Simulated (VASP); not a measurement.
Crystal: Al3BiO3.

```
Al Bi O
1.0
     4.16866    0.00000    0.00000
     0.00000    4.16866    0.00000
     0.00000    0.00000    7.25905
Al Bi O
3 1 3
Direct
  0.00000 0.50000 0.50000
  0.50000 0.00000 0.50000
  0.00000 0.00000 0.00000
  0.00000 0.00000 0.50000
  0.50000 0.50000 0.50000
  0.50000 0.50000 0.27425
  0.50000 0.50000 0.72575
```

The cell was built by a generator and needn't be a form met in nature.

```yaml
Program: VASP 6.6.1
Task: relaxation of cell and atoms
Functional: PBE
Potentials_or_basis: VASP PAW PBE potentials, release 64 (Al, Bi_d, O)
Cutoff: 520 eV
k_mesh: 4 × 4 × 2
Occupations: gaussian, width 0.15 eV
Spin: no spin polarisation
```

At the start: pressure 39.6 GPa; volume 18.02 Å³/atom.

Q: How do energy, volume and symmetry change on relaxing?

A: Over 13 steps the energy falls by 870.4 meV/atom and the volume is 22.62 Å³/atom (+25.5 %); space group P4/mmm (No. 123, to 0.05 Å).

The path:
```tsv
step	energy change (eV)	largest force (eV/Å)	pressure (GPa)	volume (Å³)
1	0.0000	4.3382	39.56	126.15
2	-1.8660	0.9063	-9.59	223.97
3	-4.6401	0.9560	4.20	167.72
4	-5.8991	0.0158	-1.94	182.99
5	-5.9250	0.1680	-1.05	179.32
6	-5.9268	0.2301	-0.59	177.86
7	-5.9625	0.3665	-0.39	175.74
8	-5.9949	0.7231	0.10	170.98
9	-6.0200	0.6030	0.00	169.88
10	-6.0691	0.2678	-0.29	166.58
11	-6.0863	0.1794	-0.81	159.93
12	-6.0901	0.0676	-0.68	161.79
13	-6.0928	0.0184	0.29	158.32
```

Final structure:
```
Al Bi O
1.0
     4.83860    0.00000    0.00000
     0.00000    4.83860    0.00000
     0.00000    0.00000    6.76250
Al Bi O
3 1 3
Direct
  0.00000 0.50000 0.50000
  0.50000 0.00000 0.50000
  0.00000 0.00000 0.00000
  0.00000 0.00000 0.50000
  0.50000 0.50000 0.50000
  0.50000 0.50000 0.22313
  0.50000 0.50000 0.77687
```

Caveat: the k mesh is coarse (spacing up to 0.43 Å⁻¹), so the values aren't converged; the volume moved by over 15 % at a fixed basis, so the end points are rough.
